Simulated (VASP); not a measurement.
Data:

```yaml
crystal:
  lattice:
    - [6.24828, 3.60745, 2.37155]
    - [-6.24828, 3.60745, 2.37155]
    - [0.00000, -7.21490, 2.37155]
  atoms:
    - { symbol: Si, position: [0.21436, 0.72975, 0.94305] }
    - { symbol: Si, position: [0.78564, 0.27025, 0.05695] }
    - { symbol: Si, position: [0.94305, 0.21436, 0.72975] }
    - { symbol: Si, position: [0.05695, 0.78564, 0.27025] }
    - { symbol: Si, position: [0.72975, 0.94305, 0.21436] }
    - { symbol: Si, position: [0.27025, 0.05695, 0.78564] }
    - { symbol: O, position: [0.53691, 0.22271, 0.97005] }
    - { symbol: O, position: [0.46309, 0.77729, 0.02995] }
    - { symbol: O, position: [0.97005, 0.53691, 0.22271] }
    - { symbol: O, position: [0.02995, 0.46309, 0.77729] }
    - { symbol: O, position: [0.22271, 0.97005, 0.53691] }
    - { symbol: O, position: [0.77729, 0.02995, 0.46309] }
    - { symbol: O, position: [0.83429, 0.15664, 0.19615] }
    - { symbol: O, position: [0.16571, 0.84336, 0.80385] }
    - { symbol: O, position: [0.19615, 0.83429, 0.15664] }
    - { symbol: O, position: [0.80385, 0.16571, 0.84336] }
    - { symbol: O, position: [0.15664, 0.19615, 0.83429] }
    - { symbol: O, position: [0.84336, 0.80385, 0.16571] }
```

Level of theory: r2SCAN meta-GGA, VASP's PBE PAW potentials (set 64) (plane waves; VASP). Run with LREAL = Auto, 520 eV cut-off, 4×4×4 Γ-centred mesh, tetrahedra with Blöchl corrections, potentials Si O.

### Question
Give the energies of bands 37 to 50 at the high-symmetry points, in eV from the valence-band maximum.

### Answer

| band | Γ | L | T | P0 | F |
|---|---|---|---|---|---|
| 37 | -1.54 | -1.65 | -1.70 | -1.66 | -1.63 |
| 38 | -1.54 | -1.59 | -1.70 | -1.52 | -1.55 |
| 39 | -1.45 | -1.50 | -1.44 | -1.52 | -1.42 |
| 40 | -1.11 | -1.48 | -1.36 | -1.37 | -1.26 |
| 41 | -1.06 | -1.19 | -1.24 | -1.37 | -1.25 |
| 42 | -1.06 | -0.92 | -1.24 | -1.13 | -1.16 |
| 43 | -0.73 | -0.83 | -1.15 | -0.68 | -0.75 |
| 44 | -0.73 | -0.64 | -0.52 | -0.68 | -0.65 |
| 45 | -0.44 | -0.38 | -0.52 | -0.34 | -0.63 |
| 46 | -0.36 | -0.35 | -0.23 | -0.30 | -0.41 |
| 47 | -0.36 | -0.20 | -0.23 | -0.30 | -0.17 |
| 48 | -0.14 | -0.19 | 0.00 | -0.16 | -0.05 |
| 49 | 6.44 | 7.79 | 8.67 | 8.39 | 7.71 |
| 50 | 9.79 | 8.04 | 8.69 | 8.46 | 7.89 |

The gap is indirect, 6.44 eV, from the valence maximum at T to the conduction minimum at Γ.

The structure comes from a computed database's SiO2 entry (R-3); how it stands against other phases isn't given here. It was relaxed first.
